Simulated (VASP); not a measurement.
A convergence study with VASP on Y (hcp): one setting is varied, all else stays as given below, so the limit is that of these other settings. Each run relaxes cell and ions from the cell shown. The basis is that of the starting cell, so low cut-offs carry a Pulay error.

```yaml
crystal:
  lattice:
    - [1.82500, -3.16099, 0.00000]
    - [1.82500, 3.16099, 0.00000]
    - [0.00000, 0.00000, 5.73000]
  atoms:
    - { symbol: Y, position: [0.33333, 0.66667, 0.25000] }
    - { symbol: Y, position: [0.66667, 0.33333, 0.75000] }
```

These are PBE GGA, VASP's PBE PAW potentials (set 64) (plane waves; VASP 6.6.1) values and carry that method's errors. The tightest run used: 700 eV cut-off, 10×10×5 Γ-centred mesh, first-order Methfessel-Paxton smearing of 0.10 eV, potentials Y_sv.

The settings run are ENCUT = 150; ENCUT = 200; ENCUT = 250; ENCUT = 300; ENCUT = 350; ENCUT = 400; ENCUT = 450; ENCUT = 500; ENCUT = 550; ENCUT = 600; ENCUT = 650; ENCUT = 700. From which on does the relaxed volume stay within 0.02 Å³/atom of the tightest run?…

From ENCUT = 400 on: it is off by 0.017 there and by no more than 0.02 in any finer run, while ENCUT = 350 is off by 0.022.
```
setting      relaxed volume (Å³/atom)  E (eV/atom)  plane waves  difference judged (Å³/atom)
-----------  ------------------------  -----------  -----------  ---------------------------
ENCUT = 150                    29.091      -6.5572          288                        3.682
ENCUT = 200                    32.395      -6.4171          434                        0.378
ENCUT = 250                    32.450      -6.4230          614                        0.322
ENCUT = 300                    32.635      -6.4276          791                        0.138
ENCUT = 350                    32.750      -6.4295         1008                        0.022
ENCUT = 400                    32.755      -6.4295         1215                        0.017
ENCUT = 450                    32.758      -6.4296         1454                        0.015
ENCUT = 500                    32.767      -6.4297         1705                        0.005
ENCUT = 550                    32.768      -6.4297         1947                        0.005
ENCUT = 600                    32.767      -6.4297         2243                        0.005
ENCUT = 650                    32.770      -6.4297         2507                        0.002
ENCUT = 700                    32.773      -6.4296         2802                        0.000
```

Left out are rungs that failed or repeat a setting and relaxations that didn't move; long series are thinned to 24 rows.

The compound is Y in the hcp structure.
